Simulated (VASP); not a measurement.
# HfB2: formation energy of interstitial N, part 3 of 6

Aim: the formation energy and local structure of interstitial N in HfB2. The start is a cell from a database of measured crystal structures.

VASP 6.6.1, plane waves and PAW; the level of theory is named at each step.

So far. Step 2 (The host at zero pressure): The run ended after 5 ionic steps, 0.006 eV below its first step, once forces and stress met EDIFFG = -0.02. Step 3 (The supercell without the defect): The host is treated as a metal, as its relaxation found a gap under 0.3 eV or none, and only the neutral defect is run.

## Step 4: Relaxing the atoms

This step: SCAN; plane waves and PAW (N) (VASP 6.6.1).

System of this step: N2. The cell holds 2 atoms: 2 N. Cell: a = 11.000 Å, b = 11.500 Å, c = 14.000 Å, α = 90.0°, β = 90.0°, γ = 90.0°. Vacuum lies along a, b and c.

The reference for N is the N2 molecule, relaxed in a box at the cutoff of the large cell.

INCAR reads:

```
SYSTEM = N
PREC = Normal
ENCUT = 400
EDIFF = 1E-05
NELM = 120
ISMEAR = 0
SIGMA = 0.01
LREAL = Auto
ALGO = Normal
METAGGA = SCAN
LASPH = .TRUE.
NBANDS = 11
LORBIT = 11
LWAVE = .FALSE.
LCHARG = .FALSE.
NCORE = 4
IBRION = 2
NSW = 20
ISIF = 2
EDIFFG = -0.03
POTIM = 0.4
MAXMIX = 40
ISYM = 0
```

POSCAR reads:

```
N
1.0
   11.0000000000      0.0000000000      0.0000000000
    0.0000000000     11.5000000000      0.0000000000
    0.0000000000      0.0000000000     14.0000000000
N
2
Direct
    0.5000000000      0.5000000000      0.4607142900
    0.5000000000      0.5000000000      0.5392857100
```

KPOINTS reads:

```
Automatic mesh
0
Gamma
1 1 1
0 0 0
```

The projector-augmented-wave data sets are N (PBE family, release 64).

Started as:

```sh
$ mpirun -np 4 vasp_gam
```

The program printed:

```text
[banner, memory and clock lines left out]
running    4 mpi-ranks, on    1 nodes
 distrk:  each k-point on    4 cores,    1 groups
 distr:  one band on    4 cores,    1 groups

 POSCAR found type information on POSCAR N
 POSCAR found :  1 types and       2 ions
|                                                                             |
|               ----> ADVICE to this user running VASP <----                  |
|                                                                             |
|     You have a (more or less) 'small supercell' and for smaller cells       |
|     it is recommended to use the reciprocal-space projection scheme!        |
|     The real-space optimization is not efficient for small cells and it     |
|     is also less accurate ...                                               |
|     Therefore, set LREAL=.FALSE. in the INCAR file.                         |
|                                                                             |

 [... a notice as in an earlier step ...]

 LDA part: xc-table for (None), standard interpolation
 POSCAR, INCAR and KPOINTS ok, starting setup
 FFT: planning ... GRIDC
 FFT: planning ... GRID_SOFT
 FFT: planning ... GRID
 WAVECAR not read
 entering main loop
       N       E                     dE             d eps       ncg     rms          rms(c)
DAV:   1     0.993263942457E+02    0.99326E+02   -0.21723E+03    30   0.391E+02
DAV:   2     0.741626975220E+01   -0.91910E+02   -0.91443E+02    41   0.774E+01
DAV:   3    -0.224078672090E+02   -0.29824E+02   -0.29812E+02    33   0.799E+01
DAV:   4    -0.231004608222E+02   -0.69259E+00   -0.69256E+00    44   0.138E+01
DAV:   5    -0.231006207423E+02   -0.15992E-03   -0.15992E-03    25   0.238E-01    0.752E+00
DAV:   6    -0.186285292124E+02    0.44721E+01   -0.57286E-01    22   0.575E+00    0.510E+00
DAV:   7    -0.184794134068E+02    0.14912E+00   -0.89839E-01    25   0.681E+00    0.115E+00
DAV:   8    -0.184752577003E+02    0.41557E-02   -0.47829E-02    22   0.172E+00    0.503E-01
DAV:   9    -0.184772479023E+02   -0.19902E-02   -0.53293E-03    22   0.817E-01    0.792E-02
DAV:  10    -0.184786273928E+02   -0.13795E-02   -0.46637E-04    22   0.200E-01    0.412E-02
DAV:  11    -0.184795370503E+02   -0.90966E-03   -0.12508E-03    22   0.326E-01    0.198E-02
DAV:  12    -0.184808818285E+02   -0.13448E-02   -0.72341E-04    22   0.302E-01    0.213E-02
DAV:  13    -0.184811564091E+02   -0.27458E-03   -0.43499E-04    22   0.236E-01    0.438E-03
DAV:  14    -0.184815887621E+02   -0.43235E-03   -0.24294E-04    22   0.171E-01    0.392E-03
DAV:  15    -0.184816750479E+02   -0.86286E-04   -0.33928E-05    22   0.699E-02    0.174E-03
DAV:  16    -0.184817020818E+02   -0.27034E-04   -0.13348E-05    22   0.481E-02    0.911E-04
DAV:  17    -0.184815715021E+02    0.13058E-03   -0.76530E-06    22   0.373E-02    0.717E-04
DAV:  18    -0.184815880864E+02   -0.16584E-04   -0.48901E-06    22   0.292E-02    0.485E-04
DAV:  19    -0.184817224403E+02   -0.13435E-03   -0.68462E-06    22   0.344E-02    0.366E-04
DAV:  20    -0.184817505192E+02   -0.28079E-04   -0.31354E-06    22   0.231E-02    0.373E-04
DAV:  21    -0.184816329843E+02    0.11753E-03   -0.20375E-06    22   0.200E-02    0.240E-04
DAV:  22    -0.184817849216E+02   -0.15194E-03   -0.40232E-06    22   0.268E-02    0.293E-04
DAV:  23    -0.184817270326E+02    0.57889E-04   -0.40022E-06    22   0.268E-02    0.201E-04
DAV:  24    -0.184816546913E+02    0.72341E-04   -0.41309E-06    22   0.266E-02    0.225E-04
DAV:  25    -0.184816897774E+02   -0.35086E-04   -0.34444E-06    22   0.238E-02    0.176E-04
DAV:  26    -0.184817908654E+02   -0.10109E-03   -0.34923E-06    22   0.249E-02    0.233E-04
DAV:  27    -0.184816426426E+02    0.14822E-03   -0.46743E-06    22   0.278E-02    0.212E-04
DAV:  28    -0.184816802328E+02   -0.37590E-04   -0.20134E-06    22   0.198E-02    0.183E-04
DAV:  29    -0.184817032744E+02   -0.23042E-04   -0.23777E-06    22   0.205E-02    0.155E-04
DAV:  30    -0.184817930900E+02   -0.89816E-04   -0.37461E-06    22   0.270E-02    0.254E-04
DAV:  31    -0.184816553677E+02    0.13772E-03   -0.63217E-06    22   0.314E-02    0.230E-04
DAV:  32    -0.184816396905E+02    0.15677E-04   -0.27098E-06    22   0.228E-02    0.231E-04
DAV:  33    -0.184817084275E+02   -0.68737E-04   -0.30032E-06    22   0.235E-02    0.153E-04
DAV:  34    -0.184817308765E+02   -0.22449E-04   -0.28803E-06    22   0.228E-02    0.162E-04
DAV:  35    -0.184816650467E+02    0.65830E-04   -0.23395E-06    22   0.221E-02    0.162E-04
DAV:  36    -0.184816525589E+02    0.12488E-04   -0.16909E-06    22   0.184E-02    0.171E-04
DAV:  37    -0.184817662359E+02   -0.11368E-03   -0.17008E-06    22   0.189E-02    0.223E-04
DAV:  38    -0.184815875054E+02    0.17873E-03   -0.19886E-06    22   0.203E-02    0.295E-04
DAV:  39    -0.184816485050E+02   -0.61000E-04   -0.11799E-06    22   0.160E-02    0.185E-04
DAV:  40    -0.184816444872E+02    0.40178E-05   -0.16263E-06    22   0.175E-02
   1 F= -.18481644E+02 E0= -.18481644E+02  d E =-.184816E+02
 curvature:   0.00 expect dE= 0.000E+00 dE for cont linesearch  0.000E+00
 trial: gam= 0.00000 g(F)=  0.181E+00 g(S)=  0.000E+00 ort = 0.000E+00 (trialstep = 0.100E+01)
 search vector abs. value=  0.181E+00
 bond charge predicted
       N       E                     dE             d eps       ncg     rms          rms(c)
DAV:   1    -0.178064701572E+02    0.67518E+00   -0.37676E+01    22   0.501E+01    0.261E+00
DAV:   2    -0.177476234522E+02    0.58847E-01   -0.71651E-01    22   0.678E+00    0.111E+00
DAV:   3    -0.177496814383E+02   -0.20580E-02   -0.45085E-02    22   0.218E+00    0.355E-01
DAV:   4    -0.177528096779E+02   -0.31282E-02   -0.86206E-03    22   0.958E-01    0.210E-01
DAV:   5    -0.177526238608E+02    0.18582E-03   -0.96204E-04    22   0.384E-01    0.221E-01
DAV:   6    -0.177530355051E+02   -0.41164E-03   -0.60827E-05    25   0.102E-01    0.220E-01
DAV:   7    -0.177488046560E+02    0.42308E-02   -0.84436E-03    22   0.116E+00    0.225E-01
DAV:   8    -0.177489367002E+02   -0.13204E-03   -0.30828E-04    22   0.230E-01    0.233E-01
DAV:   9    -0.177494610016E+02   -0.52430E-03   -0.91432E-04    22   0.397E-01    0.228E-01
DAV:  10    -0.177495136378E+02   -0.52636E-04   -0.62313E-04    25   0.342E-01    0.232E-01
DAV:  11    -0.177495737331E+02   -0.60095E-04   -0.25036E-04    22   0.210E-01    0.228E-01
DAV:  12    -0.177495004717E+02    0.73261E-04   -0.11319E-04    22   0.143E-01    0.225E-01
DAV:  13    -0.177493492534E+02    0.15122E-03   -0.11169E-05    22   0.453E-02    0.224E-01
DAV:  14    -0.177493547301E+02   -0.54767E-05   -0.11052E-05    22   0.460E-02
   2 F= -.17749355E+02 E0= -.17749355E+02  d E =0.732290E+00
[...]
3 F= -.18487849E+02 E0= -.18487849E+02  d E =-.620436E-02
 curvature:  -0.06 expect dE=-0.107E-04 dE for cont linesearch -0.106E-04
 ZBRENT: interpolating
 opt :   0.0759  next Energy=   -18.487856 (dE=-0.621E-02)
 bond charge predicted
       N       E                     dE             d eps       ncg     rms          rms(c)
DAV:   1    -0.184876897581E+02    0.15868E-03   -0.24612E-04    22   0.146E-01    0.144E-02
DAV:   2    -0.184878726947E+02   -0.18294E-03   -0.28071E-05    22   0.688E-02    0.121E-02
DAV:   3    -0.184879023066E+02   -0.29612E-04   -0.22664E-05    22   0.612E-02    0.117E-02
DAV:   4    -0.184878649184E+02    0.37388E-04   -0.30877E-05    22   0.765E-02    0.110E-02
DAV:   5    -0.184878683494E+02   -0.34310E-05   -0.32760E-05    22   0.788E-02
   4 F= -.18487868E+02 E0= -.18487868E+02  d E =-.622386E-02
 curvature:  -0.04 expect dE=-0.855E-07 dE for cont linesearch -0.166E-08
 trial: gam=-0.00048 g(F)=  0.225E-05 g(S)=  0.000E+00 ort = 0.890E-04 (trialstep = 0.815E+00)
 search vector abs. value=  0.221E-05
 reached required accuracy - stopping structural energy minimisation
```

The job ended after 42 s (4 MPI ranks of Intel Xeon 6975P-C (Granite Rapids), shared host; peak memory 0.87 GiB; 2.8 min of CPU time).

From OUTCAR (step 4):

```text
 Found      1 irreducible k-points:

   k-points           NKPTS =      1   k-points in BZ     NKDIM =      1   number of bands    NBANDS=     11

   dimension x,y,z NGX =    54 NGY =   56 NGZ =   70
   dimension x,y,z NGXF=   108 NGYF=  112 NGZF=  140

   ENCUT  =  400.0 eV  29.40 Ry    5.42 a.u.  17.94 18.75 22.83*2*pi/ulx,y,z

   NELECT =      10.0000    total number of electrons

 E-fermi : -10.5288

 k-point     1 :       0.0000    0.0000    0.0000
  band No.  band energies     occupation
      1     -29.6828      2.00000
      2     -14.2740      2.00000
      3     -11.8453      2.00000
      4     -11.8437      2.00000
      5     -10.5814      2.00000
      6      -1.7190      0.00000
      7      -1.7172      0.00000
      8       0.0241      0.00000
      9       0.7761      0.00000
     10       0.7829      0.00000
    ...

  Total       -1.1563025     -1.0810205     -1.4209324     -0.0005654      0.0014876      0.0003594
  in kB       -1.0460766     -0.9779709     -1.2854803     -0.0005115      0.0013458      0.0003251
  external PRESSURE =      -1.1031759 kB  Pullay stress =       0.0000000 kB

  energy-cutoff  :      400.00
  volume of cell :     1771.00
      direct lattice vectors                 reciprocal lattice vectors
    11.000000000  0.000000000  0.000000000     0.090909091  0.000000000  0.000000000
     0.000000000 11.500000000  0.000000000     0.000000000  0.086956522  0.000000000
     0.000000000  0.000000000 14.000000000     0.000000000  0.000000000  0.071428571

 POSITION                                       TOTAL-FORCE (eV/Angst)
 -----------------------------------------------------------------------------------
      5.50001      5.75001      6.44551         0.003891      0.003678     -0.000736
      5.49999      5.74999      7.55449        -0.003891     -0.003678      0.000736
 -----------------------------------------------------------------------------------
    total drift:                                0.002658     -0.000580     -0.001465

  FREE ENERGIE OF THE ION-ELECTRON SYSTEM (eV)
  ---------------------------------------------------
  free  energy   TOTEN  =       -18.4878683494 eV

  energy  without entropy=      -18.4878683494  energy(sigma->0) =      -18.48786835

 total charge
# of ion       s       p       d       tot
------------------------------------------
    1        1.392   2.426   0.000   3.818
    2        1.392   2.426   0.000   3.819
--------------------------------------------------
tot          2.785   4.852   0.000   7.637

[... 1 part as in an earlier step ...]

[... 3 further parts left out ...]
```

CONTCAR:

```
N
   1.00000000000000
    11.0000000000000000    0.0000000000000000    0.0000000000000000
     0.0000000000000000   11.5000000000000000    0.0000000000000000
     0.0000000000000000    0.0000000000000000   14.0000000000000000
  N
     2
Direct
     0.5000008064835546    0.5000009937852720    0.4603937359103693
     0.4999991935164455    0.4999990062147281    0.5396062640896307
```

Relaxation path:

```tsv
step	energy less that of the first step (eV)	largest force (eV/Å)
1	0.0000	1.5325
2	0.7323	11.5720
3	-0.0062	0.0487
4	-0.0062	0.0054
```

Numbers from this step:

```yaml
electronic_cycles: 69
electrons: 10
free_energy_toten: -18.49 eV
gap_between_the_highest_filled_and_lowest_empty_level: 8.862 eV
```

The run ended after 4 ionic steps, 0.006 eV below its first step, once the forces on the free atoms met EDIFFG = -0.03.

Energy at zero smearing: -18.48787 eV.

(Part 3 of 6 ends here.)

[Lines on the potential files, build, host, timing and source positions are cut from VASP's logs without a mark.]

[Logs are printed without paths, hosts, clocks, repeated set-up lines and the standing remarks that a program may print on its own settings, such as how far it seeks lower states.]

[Hosts, paths, dates, database ids (printed as entryN), source tags and the programs' standing remarks are cut or masked in the printed files.]

[In band tables of VASP the shares of atoms and orbitals are scaled to a sum of 1 inside the atoms' spheres.]

[Runs that stopped without an error message from VASP are left out.]
